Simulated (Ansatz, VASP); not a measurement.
## Ba3Y: VASP beside Ansatz

```
Ba Y
1.0
    -3.01396    3.01396    6.05018
     3.01396   -3.01396    6.05018
     3.01396    3.01396   -6.05018
Ba Y
3 1
Direct
  0.50000 0.50000 0.00000
  0.25000 0.75000 0.50000
  0.75000 0.25000 0.50000
  0.00000 0.00000 0.00000
```

Change from the starting cell: volume scaled by 1.06.

Alike in both runs: task single point; functional PBE; k mesh 7 × 7 × 7; occupations fermi-dirac, width 0.05 eV; no spin polarisation.

```csv
,VASP,Ansatz
version,VASP 6.6.1,Ansatz 0.2.0
potentials or method,"VASP PAW PBE potentials, release 64 (Ba_sv, Y_sv)",Ansatz PAW
plane-wave cutoff (eV),520,420
valence electrons in the cell,41,41
```

Ansatz gave:

| Quantity | Value |
| --- | --- |
| gap on the k mesh at the Fermi level (eV) | none |
| pressure (GPa) | -0.7 |

Problem. What did VASP give for the same quantities?

Solution. gap on the k mesh at the Fermi level (eV): none; pressure (GPa): -0.6.

A gap of «none» marks a metal or a gap that the smearing closes.

Spin-orbit coupling is left out, which matters for the levels of Ba.
